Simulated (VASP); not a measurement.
Here is the system:

```yaml
crystal:
  lattice:
    - [4.39318, 0.00000, 0.00000]
    - [0.00000, 4.39318, 0.00000]
    - [0.00000, 0.00000, 4.39318]
  atoms:
    - { symbol: Cu, position: [0.75000, 0.25000, 0.75000] }
    - { symbol: Cu, position: [0.25000, 0.75000, 0.75000] }
    - { symbol: Cu, position: [0.75000, 0.75000, 0.25000] }
    - { symbol: Cu, position: [0.25000, 0.25000, 0.25000] }
    - { symbol: O, position: [0.00000, 0.00000, 0.00000] }
    - { symbol: O, position: [0.50000, 0.50000, 0.50000] }
```

Level of theory: PBE GGA, VASP's PBE PAW potentials (set 64) (plane waves; VASP). Settings: 520 eV cut-off, 5×5×5 Γ-centred mesh, Gaussian smearing of 0.050 eV, potentials Cu O.

Problem. The job: Cu2O (cuprite), 6 atoms, PBE, static run, 520 eV, 5×5×5 Γ-centred mesh. Roughly how much core time does it take on a busy server core?

Solution. About 70 core-seconds (one run on a shared machine, a rough figure). It had 10 irreducible k-points, 33 bands, up to 2305 plane waves and 16 electronic steps.

The compound is Cu2O in the cuprite structure. This cell is one point of a volume scan, at 1.06 of the reference volume.
